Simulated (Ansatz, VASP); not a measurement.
# Ti (linear Ti chain) in two plane-wave programs

One calculation is typed for both programs; each brings its own data sets. How far apart do they land? The structure shown is the end of the Ansatz relaxation below.

Calculated with Ansatz 0.2.0; plane waves, with VASP 6.6.1 beside it; single point at PBEsol.

### 1. The structure

The cell holds 1 atom: 1 Ti. Cell: a = 7.500 Å, b = 7.500 Å, c = 2.585 Å, α = 90.0°, β = 90.0°, γ = 90.0°. Vacuum lies along a and b. The structure's axis is c.

### 2. Ansatz: relaxation, PBEsol

Ansatz runs on its default PAW (the set named soft_2) files.

This run makes the geometry at which the two programs are then compared.

Input file input.yaml:

```yaml
crystal:
  lattice:
    - [7.5, 0.0, 0.0]
    - [0.0, 7.5, 0.0]
    - [0.0, 0.0, 2.976]
  atoms:
    - { symbol: Ti, position: [0.5, 0.5, 0.0], spin: 2.0 }
magnetization:
  spin_polarized: true
kpoints:
  mp_grid: { grid: [1, 1, 27] }
scf:
  occupations: { method: fermi_dirac, width: 0.05 }
hamiltonian:
  xc: pbesol
relax:
  cell: { fix: [a, b, alpha, beta, gamma] }
  max_steps: 60
```

Started as:

```bash
$ ansatz run input.yaml --threads 4 --pin off --max-ram 8192MiB --backend cpu --events-out ev --progress --plain --runs-dir out
```

Numbers of over 12 decimals in the logs are rounded to 6 here.

The program printed:

```text
Engine: ansatz 0.2.0, x86_64-unknown-linux-gnu
Pseudopotentials: kind: paw
Pseudopotential: Ti, paw, valence charge 12, recommended cutoff 420 eV (normal), Ti.paw.azcp
Functional definition: PBEsol
  exchange = pbesol_x
  correlation = pbesol_c
Crystal: 1 atoms, lattice volume = 167.400 Å³
Basis set: ecut = 420 eV, 3265 PW (Γ), exchange–correlation on 108×108×40 points (8 copies of the dense FFT grid, shifted against one another)
Bands: 11, of which v1, the nominal top of the filled ones, is band 6 counted from 1 (5 counted from 0)
Symmetry: 16 space group operations
Space group: P4/mmm (ITA 123), of the structure as read, at distance tolerance 5.5e-5 Å
Magnetic group: BNS 123.339 (UNI 999), of the structure as read, at distance tolerance 5.5e-5 Å
k-points: 14 of 27
Non-local potential: Ti, projectors of the file, l = 0: 3, l = 1: 2, l = 2: 3, l = 3: 1
PAW form: soft (Blöchl's): semilocal exchange-correlation on the pseudo side does not see the compensation charge
PAW frozen core: Ti, regenerated for the run's functional, and the local potential with it (the file was generated under x = pbe(κ = 0.804, μ = 0.219515), c = pbe(β = 0.066725))
PAW one-centre angular grid: Ti, 590 points (default); XC on 64 Gauss nodes
Initial density: superposition of atomic densities (neutral atoms: chi_scale 0, normalization atom)
Starting moments: Σ|m| = 2 μB on 1 of 1 site
Initial wavefunctions: pseudopotential atomic-orbital guess
Functional: x = pbesol(κ = 0.804, μ = 0.123457), c = pbesol(β = 0.046)
SCF iter   1: F=—  HF=-2469.392763 eV  |F-HF|=—  |Δ(HF+E_count)|=         —  Δρ=1.24e-2 (↑1.24e-2 ↓5.85e-3)  dr2=9.32e-1  dr2_m=5.08e-2  M=2.585 μB ∫|m|=2.585 μB  β_m=0.30  ethr=3.10e-3  ⟨swp⟩=5.3  Hψ=1779  notcnv=0
Mixer restart at iter 1: flushing history
preconditioner: auto → LDOS  [metal: Δε(μ)=0.028 eV  Ē_g=2.254 eV  σ=0.050 eV  W_gap=0.14  n_scr=12 (ndim 8)  ℏωp=5.7 eV  f_vac=0.556  D(μ)=4.91/eV (n_scr^D=30)]
spin=Collinear: LDOS preconditioning applied to the charge; magnetization (m = ρ↑ − ρ↓) channel mixes plain (no charge-response kernel on spin).
SCF iter   2: F=—  HF=-2469.487630 eV  |F-HF|=—  |Δ(HF+E_count)|=   9.49e-2  Δρ=8.04e-3 (↑8.04e-3 ↓4.03e-3)  dr2=4.11e-1  dr2_m=2.60e-2  M=2.671 μB ∫|m|=2.671 μB  β_m=0.57  ethr=3.10e-3  ⟨swp⟩=2.0  Hψ=632  notcnv=0  defer=2
SCF iter   3: F=—  HF=-2469.675558 eV  |F-HF|=—  |Δ(HF+E_count)|=   1.88e-1  Δρ=2.04e-3 (↑2.04e-3 ↓1.32e-3)  dr2=8.48e-3  dr2_m=1.78e-3  M=2.847 μB ∫|m|=2.847 μB  β_m=0.77  ethr=3.10e-3  ⟨swp⟩=2.3  Hψ=578  notcnv=0  defer=1
SCF iter   4: F=—  HF=-2469.702183 eV  |F-HF|=—  |Δ(HF+E_count)|=         —  Δρ=5.59e-4 (↑5.59e-4 ↓4.15e-4)  dr2=7.36e-4  dr2_m=1.52e-4  M=2.894 μB ∫|m|=2.894 μB  β_m=0.77  ethr=7.06e-5  ⟨swp⟩=2.6  Hψ=649  notcnv=0  defer=1
Mixer restart at iter 4: flushing history
SCF iter   5: F=—  HF=-2469.703230 eV  |F-HF|=—  |Δ(HF+E_count)|=   1.05e-3  Δρ=3.66e-4 (↑3.66e-4 ↓1.74e-4)  dr2=1.93e-4  dr2_m=6.36e-5  M=2.899 μB ∫|m|=2.899 μB  β_m=0.88  ethr=6.13e-6  ⟨swp⟩=2.7  Hψ=509  notcnv=0  defer=1
SCF iter   6: F=—  HF=-2469.703638 eV  |F-HF|=—  |Δ(HF+E_count)|=   4.08e-4  Δρ=2.41e-4 (↑2.41e-4 ↓5.96e-5)  dr2=3.46e-5  dr2_m=2.68e-5  M=2.900 μB ∫|m|=2.900 μB  β_m=0.94  ethr=1.61e-6  ⟨swp⟩=2.6  Hψ=484  notcnv=0  defer=1
SCF iter   7: F=—  HF=-2469.703707 eV  |F-HF|=—  |Δ(HF+E_count)|=   6.92e-5  Δρ=1.78e-4 (↑1.78e-4 ↓2.60e-5)  dr2=1.53e-5  dr2_m=1.28e-5  M=2.900 μB ∫|m|=2.900 μB  β_m=0.97  ethr=2.88e-7  ⟨swp⟩=2.0  Hψ=466  notcnv=0  defer=1
SCF iter   8: F=—  HF=-2469.703766 eV  |F-HF|=—  |Δ(HF+E_count)|=   5.84e-5  Δρ=1.26e-4 (↑1.26e-4 ↓2.21e-5)  dr2=1.01e-5  dr2_m=6.57e-6  M=2.900 μB ∫|m|=2.900 μB  β_m=0.47  ethr=1.28e-7  ⟨swp⟩=2.0  Hψ=510  notcnv=0  defer=1
SCF iter   9: F=—  HF=-2469.703804 eV  |F-HF|=—  |Δ(HF+E_count)|=   3.83e-5  Δρ=9.04e-5 (↑9.04e-5 ↓8.28e-6)  dr2=3.47e-6  dr2_m=3.37e-6  M=2.900 μB ∫|m|=2.900 μB  β_m=0.64  ethr=8.39e-8  ⟨swp⟩=2.0  Hψ=496  notcnv=0  defer=1
SCF iter  10: F=—  HF=-2469.703838 eV  |F-HF|=—  |Δ(HF+E_count)|=   3.40e-5  Δρ=3.80e-5 (↑3.80e-5 ↓6.91e-6)  dr2=8.88e-7  dr2_m=5.78e-7  M=2.899 μB ∫|m|=2.899 μB  β_m=0.87  ethr=2.89e-8  ⟨swp⟩=2.6  Hψ=573  notcnv=0  defer=1
SCF iter  11: F=—  HF=-2469.703846 eV  |F-HF|=—  |Δ(HF+E_count)|=   7.89e-6  Δρ=8.22e-6 (↑8.22e-6 ↓2.48e-6)  dr2=4.56e-8  dr2_m=3.52e-8  M=2.899 μB ∫|m|=2.899 μB  β_m=0.93  ethr=7.40e-9  ⟨swp⟩=3.2  Hψ=611  notcnv=0  defer=1
SCF iter  12: F=-2469.703846 eV  HF=-2469.703846 eV  |F-HF|=6.53e-9  |Δ(HF+E_count)|=   2.73e-7  Δρ=2.74e-6 (↑2.74e-6 ↓8.84e-7)  dr2=1.41e-8  dr2_m=1.82e-9  M=2.899 μB ∫|m|=2.899 μB  ethr=3.80e-10  ⟨swp⟩=2.0  Hψ=1201  notcnv=0
SCF 1 converged in 12 iterations: F = -2469.703846 eV  dr2 = 1.41e-8
  greatest PAW one-centre occupation: 0.999 electrons in one spin orbital (limit 2), on the Ti atom at site 0 (counted from 0), in its partial waves of l = 0
[...]
spin=Collinear: LDOS preconditioning applied to the charge; magnetization (m = ρ↑ − ρ↓) channel mixes plain (no charge-response kernel on spin).
SCF iter   2: F=—  HF=-2469.912623 eV  |F-HF|=—  |Δ(HF+E_count)|=   3.40e-3  Δρ=1.31e-3 (↑1.31e-3 ↓6.96e-4)  dr2=5.00e-3  dr2_m=7.82e-4  M=3.026 μB ∫|m|=3.026 μB  β_m=0.59  ethr=9.03e-5  ⟨swp⟩=2.0  Hψ=417  notcnv=0
SCF iter   3: F=—  HF=-2469.914844 eV  |F-HF|=—  |Δ(HF+E_count)|=   2.22e-3  Δρ=3.57e-4 (↑3.57e-4 ↓2.25e-4)  dr2=2.32e-4  dr2_m=2.40e-5  M=3.034 μB ∫|m|=3.034 μB  β_m=0.75  ethr=4.17e-5  ⟨swp⟩=2.0  Hψ=480  notcnv=0
SCF iter   4: F=—  HF=-2469.915397 eV  |F-HF|=—  |Δ(HF+E_count)|=   5.53e-4  Δρ=8.18e-5 (↑8.18e-5 ↓7.35e-5)  dr2=1.20e-5  dr2_m=2.32e-6  M=3.035 μB ∫|m|=3.035 μB  β_m=0.85  ethr=1.93e-6  ⟨swp⟩=2.3  Hψ=553  notcnv=0
SCF iter   5: F=—  HF=-2469.915492 eV  |F-HF|=—  |Δ(HF+E_count)|=   9.52e-5  Δρ=1.94e-5 (↑1.94e-5 ↓1.90e-5)  dr2=1.40e-6  dr2_m=1.62e-7  M=3.035 μB ∫|m|=3.035 μB  β_m=0.89  ethr=1.00e-7  ⟨swp⟩=2.4  Hψ=537  notcnv=0
SCF iter   6: F=—  HF=-2469.915497 eV  |F-HF|=—  |Δ(HF+E_count)|=   5.24e-6  Δρ=6.32e-6 (↑6.01e-6 ↓6.32e-6)  dr2=4.87e-8  dr2_m=4.47e-8  M=3.035 μB ∫|m|=3.035 μB  β_m=0.95  ethr=1.17e-8  ⟨swp⟩=2.2  Hψ=423  notcnv=0
SCF iter   7: F=-2469.915498 eV  HF=-2469.915498 eV  |F-HF|=1.04e-8  |Δ(HF+E_count)|=   2.96e-7  Δρ=2.91e-6 (↑2.91e-6 ↓1.05e-6)  dr2=1.90e-8  dr2_m=2.96e-9  M=3.035 μB ∫|m|=3.035 μB  ethr=4.06e-10  ⟨swp⟩=2.1  Hψ=1068  notcnv=0
SCF 4 converged in 7 iterations: F = -2469.915498 eV  dr2 = 1.90e-8
relax step   4: F+E_penalty+E_count = -2469.91549763 eV  Δ(F+E_penalty+E_count) = -2.509e-2 eV  max|allowed force component| = 0.000e0 eV/Å  Δτ_max = 0.0000 Å  P = -0.052 GPa  Ω = 144.009 Å³  energy of the carried Pulay correction = +1.274e-4 eV  fix = [a, b, alpha, beta, gamma]  reactions: a -0.274, b -0.274 GPa  (7 SCF iters, dr2 threshold 1.00e-7 eV, accepted)
[...]
relax step   5: F+E_penalty+E_count = -2469.91741189 eV  Δ(F+E_penalty+E_count) = -1.914e-3 eV  max|allowed force component| = 0.000e0 eV/Å  Δτ_max = 0.0000 Å  P = -0.166 GPa  Ω = 145.425 Å³  energy of the carried Pulay correction = +1.191e-4 eV  fix = [a, b, alpha, beta, gamma]  reactions: a -0.273, b -0.273 GPa  (6 SCF iters, dr2 threshold 1.00e-7 eV, accepted)
[...]
relax step   6: F+E_penalty+E_count = -2469.91715995 eV  Δ(F+E_penalty+E_count) = +2.519e-4 eV  max|allowed force component| = 0.000e0 eV/Å  Δτ_max = 0.0000 Å  P = -0.165 GPa  Ω = 145.425 Å³  fix = [a, b, alpha, beta, gamma]  reactions: a -0.272, b -0.272 GPa  stress off target by 4.92e-2 GPa on what of the cell is left free  SCF on the basis re-selected at this cell (its energy is not comparable with the rows above)  (8 SCF iters)
basis re-selected at this cell: Δ(F+E_penalty+E_count) = +2.519e-4 eV, ΔP = +0.001 GPa vs the last step (what re-selecting the basis moved, of the pressure what is left beyond the Pulay correction that the steps carried, after the strain that the cell walked since its last selection, with what the two solves' SCF thresholds leave and, on support functions, any second-order correction that the steps lacked; it is no measure of the basis error at this ecutwfc). The dense FFT grid was sized anew with the basis: this SCF ran on 54×54×18 points, the steps before it on 54×54×20, so part of this shift can come from that change (see relax.cell in the input reference). [rest of the remark cut]
SCF converged after 8 iterations
Magnetization: 3.0360 μB (7.5180 up, 4.4820 down)
Absolute magnetization: 3.0360 μB (∫|ρ↑−ρ↓|, with the PAW one-centre terms)
Spin contamination: 0.0018 ħ² per cell (⟨S²⟩ above its minimum at these occupations)
Per-site moments (μB) at R_I (Å): [(1.909715, 1.066452)]
Free energy (F): -2469.917160 eV
Harris-Foulkes:  -2469.917160 eV  (|F-HF|=9.09e-13)
Internal energy: -2469.899203 eV  (E = F + TS)
E sigma→0 (E₀):  -2469.908181 eV
Entropy (-TS):   -0.017957 eV (-17.957 meV/atom)
Fermi energy:    -1.283393 eV
--- Per-component energies (eV) ---
  E_band       = -330.669415
  E_kinetic    = 271.359093
  E_local      = -2371.138226  (includes V_loc(G=0)·N_el)
  E_nonlocal   = 15.482088
  E_hartree    = 1022.650671
  E_xc         = -92.981731
  E_vxc        = -116.604549  (∫ρ·V_xc dr)
  E_paw        = -1025.538514  (= ΣΔE_a)
  E_vpaw       = -175.069279  (= ΣTr[D̂ρ^β])
  E_aug_tail   = 0.000114  (compensation charges beyond the density's cutoff)
  E_ewald      = -289.872084
  E_core_change = 0.139384  (= ΣΔE_core)
  E_smearing   = -0.017957  (= −TS)
  E_closure    = -0.000000  (closes the sum)
  Σ components = -2469.917160   (vs F -2469.917160, Δ=0.00e0)
--- Forces (eV/Å), atoms counted from 1 ---
  atom   1  Ti     0.00000000     0.00000000     0.00000000
  max |Σ_I F_I| component: 8.84e-29 eV/Å
--- Stress (GPa, compression-positive) ---
       -0.272162       0.000000       0.000000
        0.000000      -0.272162       0.000000
        0.000000       0.000000       0.049243
  P = ⅓ Tr σ = -0.1650 GPa (-1.650 kbar)
--- Relaxed structure (5 steps of the walk, 5 accepted, 1 SCFs on fresh bases) ---
  F+E_penalty+E_count = -2469.91715995 eV   max|allowed force component| = 0.000e0 eV/Å   (the final SCF, on the basis selected at the relaxed cell)
  cell:  # Å, volume = 145.4253 Å³
    - [7.5, 0.0, 0.0]
    - [0.0, 7.5, 0.0]
    - [0.0, 0.0, 2.585338]
  atoms:
    - { symbol: Ti, position: [0.5, 0.5, 0.0] }
```

The column dr2 measures how far the density is from self-consistency, as an energy; F and HF (Harris–Foulkes) agree once it is small.

### 3. VASP: single point, PBEsol

The same cell, functional, mesh and smearing now go to VASP, with its own data sets.

Lines of VASP's logs that name or quote its potential files are left out, and so is its time.

Input file INCAR:

```
SYSTEM = Ti
PREC = Accurate
ENCUT = 500
EDIFF = 1E-06
NELM = 200
ISMEAR = -1
SIGMA = 0.05
LREAL = .FALSE.
ALGO = Normal
GGA = PS
NBANDS = 14
ISPIN = 2
MAGMOM = 1.91
LASPH = .TRUE.
LMAXMIX = 4
LORBIT = 11
LWAVE = .FALSE.
LCHARG = .FALSE.
ISIF = 2
GGA_COMPAT = .FALSE.
```

Input file POSCAR:

```
Ti
1.0
    7.5000000000      0.0000000000      0.0000000000
    0.0000000000      7.5000000000      0.0000000000
    0.0000000000      0.0000000000      2.5853382601
Ti
1
Direct
    0.5000000000      0.5000000000      0.0000000000
```

Input file KPOINTS:

```
Automatic mesh
0
Gamma
1 1 27
0 0 0
```

The projector-augmented-wave data sets are Ti_sv (PBE family, release 64).

Started as:

```bash
$ mpirun -np 1 vasp_std
```

The program printed:

```text
[banner, memory and clock lines left out]
running    1 mpi-ranks, on    1 nodes
 distrk:  each k-point on    1 cores,    1 groups
 distr:  one band on    1 cores,    1 groups

 POSCAR found type information on POSCAR Ti
 POSCAR found :  1 types and       1 ions
|                                                                             |
|               ----> ADVICE to this user running VASP <----                  |
|                                                                             |
|     You enforced a specific xc type in the INCAR file but a different       |
|     [... a line on the potential file left out ...]
|     I HOPE YOU KNOW WHAT YOU ARE DOING!                                     |
|                                                                             |

 LDA part: xc-table for (Slater+PW92), standard interpolation
 POSCAR, INCAR and KPOINTS ok, starting setup
 FFT: planning ... GRIDC
 FFT: planning ... GRID_SOFT
 FFT: planning ... GRID
 WAVECAR not read
 entering main loop
       N       E                     dE             d eps       ncg     rms          rms(c)
DAV:   1     0.539265952564E+02    0.53927E+02   -0.61803E+03  1008   0.618E+02
DAV:   2     0.367647164013E+01   -0.50250E+02   -0.47102E+02   988   0.165E+02
DAV:   3    -0.386372539086E+01   -0.75402E+01   -0.71126E+01  1328   0.473E+01
DAV:   4    -0.446619421841E+01   -0.60247E+00   -0.59780E+00   932   0.115E+01
DAV:   5    -0.448831691779E+01   -0.22123E-01   -0.22117E-01  1070   0.195E+00    0.818E+00
DAV:   6    -0.401336043374E+01    0.47496E+00   -0.14387E+00   874   0.998E+00    0.391E+00
DAV:   7    -0.423010600701E+01   -0.21675E+00   -0.23994E-01   832   0.423E+00    0.145E+00
DAV:   8    -0.427736590117E+01   -0.47260E-01   -0.67790E-02   922   0.147E+00    0.116E+00
DAV:   9    -0.427131815705E+01    0.60477E-02   -0.22576E-02   966   0.760E-01    0.770E-01
DAV:  10    -0.428118646846E+01   -0.98683E-02   -0.14455E-02   790   0.979E-01    0.688E-01
DAV:  11    -0.428979116447E+01   -0.86047E-02   -0.24078E-03   958   0.368E-01    0.833E-01
DAV:  12    -0.428911372263E+01    0.67744E-03   -0.21797E-04   850   0.109E-01    0.825E-01
DAV:  13    -0.427680488803E+01    0.12309E-01   -0.13081E-02   802   0.883E-01    0.671E-01
DAV:  14    -0.426713060705E+01    0.96743E-02   -0.18495E-02  1122   0.813E-01    0.671E-01
[...]
DAV:  27    -0.437417938854E+01   -0.12909E-02   -0.29185E-04   850   0.135E-01    0.123E-01
DAV:  28    -0.437426723044E+01   -0.87842E-04   -0.26066E-04   890   0.130E-01    0.106E-01
DAV:  29    -0.437436657977E+01   -0.99349E-04   -0.64867E-05   852   0.768E-02    0.300E-02
DAV:  30    -0.437434569629E+01    0.20883E-04   -0.10952E-05   834   0.263E-02    0.512E-02
DAV:  31    -0.437435442059E+01   -0.87243E-05   -0.31580E-05   816   0.503E-02    0.472E-02
DAV:  32    -0.437437197976E+01   -0.17559E-04   -0.73112E-06   856   0.252E-02    0.190E-02
DAV:  33    -0.437437471267E+01   -0.27329E-05   -0.26297E-06   882   0.154E-02    0.234E-03
DAV:  34    -0.437437480760E+01   -0.94926E-07   -0.24974E-07   662   0.408E-03
   1 F= -.43743748E+01 E0= -.43654027E+01  d E =-.179443E-01  mag=     3.0366
```

From OUTCAR (step 3):

```text
ion  position               nearest neighbor table
   1  0.500  0.500  0.000-

  LATTYP: Found a simple tetragonal cell.
 ALAT       =     7.5000000000
 C/A-ratio  =     0.3447117680

 Subroutine GETGRP returns: Found 16 space group operations
 (whereof 16 operations were pure point group operations)

The static configuration has the point symmetry D_4h.

 Found     14 irreducible k-points:

   k-points           NKPTS =     14   k-points in BZ     NKDIM =     14   number of bands    NBANDS=     14

   dimension x,y,z NGX =    56 NGY =   56 NGZ =   20
   dimension x,y,z NGXF=   112 NGYF=  112 NGZF=   40

   ENCUT  =  500.0 eV  36.75 Ry    6.06 a.u.  13.67 13.67  4.71*2*pi/ulx,y,z

   NELECT =      12.0000    total number of electrons

 k-points in reciprocal lattice and weights: Automatic mesh
   0.00000000  0.00000000  0.00000000       0.037
   0.00000000  0.00000000  0.03703704       0.074
   0.00000000  0.00000000  0.07407407       0.074
   0.00000000  0.00000000  0.11111111       0.074
   0.00000000  0.00000000  0.14814815       0.074
   0.00000000  0.00000000  0.18518519       0.074
   0.00000000  0.00000000  0.22222222       0.074
   0.00000000  0.00000000  0.25925926       0.074
   0.00000000  0.00000000  0.29629630       0.074
[...]
0.00000000  0.00000000  0.44444444       0.074
   0.00000000  0.00000000  0.48148148       0.074

 average (electrostatic) potential at core
       1 -82.3839

 E-fermi :  -1.8848

 spin component 1
 k-point     1 :       0.0000    0.0000    0.0000
  band No.  band energies     occupation
    ...
      4     -35.2982      1.00000
      5      -5.4021      1.00000
      6      -3.2237      1.00000
      7      -2.3522      0.99991
      8      -2.3044      0.99977
      9      -1.0776      0.00000
     10      -1.0776      0.00000
     11      -0.0580      0.00000
     12      -0.0580      0.00000
     13       1.2923      0.00000
    ...

 k-point     2 :       0.0000    0.0000    0.0370
  band No.  band energies     occupation
    ...
      4     -35.3123      1.00000
      5      -5.3507      1.00000
      6      -3.1957      1.00000
      7      -2.3394      0.99989
      8      -2.2923      0.99971
      9      -1.1351      0.00000
     10      -1.1351      0.00000
     11      -0.0099      0.00000
     12      -0.0099      0.00000
     13       1.3204      0.00000
    ...

 k-point     3 :       0.0000    0.0000    0.0741
  band No.  band energies     occupation
    ...
      4     -35.3536      1.00000
      5      -5.1983      1.00000
      6      -3.1118      1.00000
      7      -2.3017      0.99976
      8      -2.2564      0.99941
      9      -1.2885      0.00001
     10      -1.2885      0.00001
     11       0.1196      0.00000
     12       0.1196      0.00000
     13       1.4048      0.00000
    ...

 k-point     4 :       0.0000    0.0000    0.1111
  band No.  band energies     occupation
    ...
      4     -35.4196      1.00000
      5      -4.9500      1.00000
      6      -2.9726      1.00000
      7      -2.2407      0.99919
      8      -2.1983      0.99811
      9      -1.5048      0.00050
     10      -1.5048      0.00050
     11       0.3092      0.00000
     12       0.3092      0.00000
     13       1.5454      0.00000
    ...

 k-point     5 :       0.0000    0.0000    0.1481
  band No.  band energies     occupation
    ...
      4     -35.5064      1.00000
      5      -4.6145      1.00000
      6      -2.7794      1.00000
      7      -2.1589      0.99585
      8      -2.1204      0.99109
      9      -1.7588      0.07448
     10      -1.7588      0.07448
     11       0.5493      0.00000
     12       0.5493      0.00000
     13       1.7423      0.00000
    ...

 k-point     6 :       0.0000    0.0000    0.1852
  band No.  band energies     occupation
    ...
      6      -2.5344      1.00000
      7      -2.0602      0.97089
      8      -2.0320      0.94997
      9      -2.0320      0.94997
     10      -2.0262      0.94413
     11       0.8384      0.00000
     12       0.8384      0.00000
     13       1.9956      0.00000
     14       2.7569      0.00000

  Total       -0.2577299     -0.2577299      0.0191466      0.0000000      0.0000000      0.0000000
  in kB       -2.8394583     -2.8394583      0.2109413      0.0000000      0.0000000      0.0000000
  external PRESSURE =      -1.8226584 kB  Pullay stress =       0.0000000 kB

  energy-cutoff  :      500.00
  volume of cell :      145.43
      direct lattice vectors                 reciprocal lattice vectors
     7.500000000  0.000000000  0.000000000     0.133333333  0.000000000  0.000000000
     0.000000000  7.500000000  0.000000000     0.000000000  0.133333333  0.000000000
     0.000000000  0.000000000  2.585338260     0.000000000  0.000000000  0.386796581

 POSITION                                       TOTAL-FORCE (eV/Angst)
 -----------------------------------------------------------------------------------
      3.75000      3.75000      0.00000         0.000000      0.000000      0.000000
 -----------------------------------------------------------------------------------
    total drift:                                0.000000      0.000000      0.000000

  FREE ENERGIE OF THE ION-ELECTRON SYSTEM (eV)
  ---------------------------------------------------
  free  energy   TOTEN  =        -4.3743748076 eV

  energy  without entropy=       -4.3564305044  energy(sigma->0) =       -4.36540266

 total charge
# of ion       s       p       d       tot
------------------------------------------
    1        2.240   5.973   2.052  10.266

 magnetization (x)
# of ion       s       p       d       tot
------------------------------------------
    1        0.051   0.043   1.947   2.042

[... 6 further parts left out ...]
```

### 4. Side by side

Known differences besides the potentials themselves: VASP starts from the moments at which Ansatz ended; the cutoff is 420 eV in Ansatz and 500 eV in VASP; Ansatz makes its cores anew for this functional, VASP keeps those of its PBE data sets; Ansatz's pressure holds a Pulay correction, VASP's none; site moments are counted in spheres of each program's own size. Total energies have different zeros and are not compared.

The two programs side by side:

```csv
quantity,Ansatz,VASP,difference
pressure (GPa),-0.17,-0.18,+0.02
total moment (μB),3.04,3.04,0.00
moment on Ti1 (μB),1.91,2.04,-0.13
```

### 5. Summary of results

| Property | Result |
| --- | --- |
| difference in total moment (single point, PBEsol) | -6.3e-4 μB |

The difference in total moment is -6.3e-4 μB (single point, PBEsol). How closely two codes agree says nothing of how well the functional describes the real material.

[Lines on the potential files, build, host, timing and source positions are cut from VASP's logs without a mark.]

[Logs are printed without paths, hosts, clocks, repeated set-up lines and the standing remarks that a program may print on its own settings, such as how far it seeks lower states.]

[Hosts, paths, dates, database ids (printed as entryN), source tags and the programs' standing remarks are cut or masked in the printed files.]
